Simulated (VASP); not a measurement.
An input for Quantum ESPRESSO's pw.x (written as the equivalent of a VASP run, and not itself run):

```
&CONTROL
  calculation = 'scf'
  pseudo_dir = './pseudo'
  outdir = './out'
  tprnfor = .true.
  tstress = .true.
/
&SYSTEM
  ibrav = 0
  nat = 2
  ntyp = 2
  ecutwfc = 82
  occupations = 'smearing'
  smearing = 'methfessel-paxton'
  degauss = 0.00735
  input_dft = 'pbesol'
/
&ELECTRONS
  conv_thr = 7.3e-09
  electron_maxstep = 100
/
ATOMIC_SPECIES
  In 114.818 In.upf
  Pd 106.420 Pd.upf
CELL_PARAMETERS angstrom
     3.2821803    0.0000000    0.0000000
     0.0000000    3.2821803    0.0000000
     0.0000000    0.0000000    3.2821803
ATOMIC_POSITIONS crystal
  In   0.5000000  0.5000000  0.5000000
  Pd   0.0000000  0.0000000  0.0000000
K_POINTS automatic
  11 11 11 0 0 0
```

**Question.** Translate this input to VASP (INCAR, KPOINTS, POSCAR, choice of POTCAR).

**Answer.** One answer among several that fit: 
INCAR:
```
LMAXMIX=4   # l cut-off of mixed one-centre charges
EDIFF=1E-7   # SCF stop (eV)
ENCUT=520   # plane-wave cut-off (eV)
LCHARG=.FALSE.
ISMEAR=1   # Methfessel-Paxton
LASPH=.TRUE.
SIGMA=0.1   # width (eV)
LWAVE=.FALSE.
ALGO=Normal
SYSTEM=PdIn
NELM=100   # most electronic steps
ISIF=2
PREC=Accurate
GGA=PS   # PBEsol
LREAL=.FALSE.   # projection in real space or not
```

### KPOINTS
```
Automatic mesh
0
Gamma
11 11 11
0 0 0
```

### POSCAR
```
PdIn
1
    3.2821803107     0.0000000000     0.0000000000
    0.0000000000     3.2821803107     0.0000000000
    0.0000000000     0.0000000000     3.2821803107
In Pd
1 1
Direct
  0.5000000000   0.5000000000   0.5000000000
  0.0000000000   0.0000000000   0.0000000000
```

POTCAR, in this order: In_d Pd (PBE.64 set). Program: vasp_std.

Limits of the translation: the potentials are each code's own (VASP's PAW set, PseudoDojo norm-conserving files in pw.x), so ENCUT and ecutwfc are chosen apart and not converted; conv_thr bounds pw.x's estimated SCF error, while EDIFF bounds the energy change between steps.

The compound is PdIn in the CsCl type structure. This cell is one point of a volume scan, at 1.03 of the reference volume.
